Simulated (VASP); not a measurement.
Data:

```xyz
4
Lattice="1.6761 -5.3137 0.0000 1.6761 5.3137 0.0000 0.0000 0.0000 4.4636" Properties=species:S:1:pos:R:3 pbc="T T T"
P      1.6761     4.2329     4.1038
P      1.6761     1.0808     1.8720
P      1.6761    -1.0808     2.5916
P      1.7087    -4.2329     0.3598
```

Computed with PBE GGA, VASP's PBE PAW potentials (set 64) (plane waves; VASP). Run with EDIFF = 1E-2, 400 eV cut-off, 6×6×5 Γ-centred mesh, Gaussian smearing of 0.050 eV, potentials P.

Question: Which forces act on the atoms, in eV/Å?

Answer: 
```csv
atom,Fx,Fy,Fz
P1,0.037,0.210,-0.244
P2,0.260,-0.211,-0.231
P3,0.025,0.210,0.245
P4,-0.322,-0.210,0.230
```

Question: Give the stress tensor in GPa (positive for a compressed cell).

Answer: 
```
-1.95  -0.27   0.69
-0.27  -0.66   0.00
 0.69   0.00  -1.98
```
The pressure is its mean diagonal, -1.53 GPa.

The compound is P in the black structure. The cell was not relaxed at this level, atoms are displaced from their ideal sites. The run is one of a series of settings (EDIFF = 1E-2 against the base run), some of them coarse on purpose.
